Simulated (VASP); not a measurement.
Zr2SbN:

```
Zr Sb N
1.0
     3.54420    0.00000    0.00000
     0.00000    3.54420    0.00000
     0.00000    0.00000    5.01225
Zr Sb N
2 1 1
Direct
  0.00000 0.00000 0.00000
  0.50000 0.50000 0.50000
  0.00000 0.00000 0.50000
  0.50000 0.50000 0.00000
```

The cell comes from a database or a generator and needn't be the stable form of this composition.

```yaml
Program: VASP 6.6.1
Task: relaxation of cell and atoms
Functional: LDA
Potentials_or_basis: VASP PAW LDA potentials, release 64 (Zr_sv, Sb, N)
Cutoff: 600 eV
k_mesh: 6 × 6 × 4
Occupations: gaussian, width 0.1 eV
Spin: no spin polarisation
```

At the start: pressure 29.3 GPa; volume 15.74 Å³/atom.

Task: How do energy, volume and symmetry change on relaxing?

Result: Over 4 steps the energy falls by 209.8 meV/atom and the volume is 18.39 Å³/atom (+16.8 %); space group P4/mmm (No. 123, to 0.05 Å).

The path:
```tsv
step	energy change (eV)	largest force (eV/Å)	pressure (GPa)	volume (Å³)
1	0.0000	0.0000	29.32	62.96
2	0.6532	0.0000	-19.85	93.01
3	-0.8365	0.0000	-1.24	74.11
4	-0.8390	0.0000	-0.24	73.55
```

Final structure:
```cif
data_structure
_symmetry_space_group_name_H-M 'P 1'
_symmetry_Int_Tables_number 1
_cell_length_a 3.7239
_cell_length_b 3.7239
_cell_length_c 5.3041
_cell_angle_alpha 90.000
_cell_angle_beta 90.000
_cell_angle_gamma 90.000
_cell_volume 73.55
loop_
_atom_site_label
_atom_site_type_symbol
_atom_site_fract_x
_atom_site_fract_y
_atom_site_fract_z
_atom_site_occupancy
Zr1 Zr 0.00000 0.00000 0.00000 1
Zr2 Zr 0.50000 0.50000 0.50000 1
Sb1 Sb 0.00000 0.00000 0.50000 1
N1 N 0.50000 0.50000 0.00000 1
```

Caveat: the volume moved by over 15 % at a fixed basis, so the end points are rough; the relaxation stopped at a loose force limit of 0.05 eV/Å, so its end isn't a converged minimum.
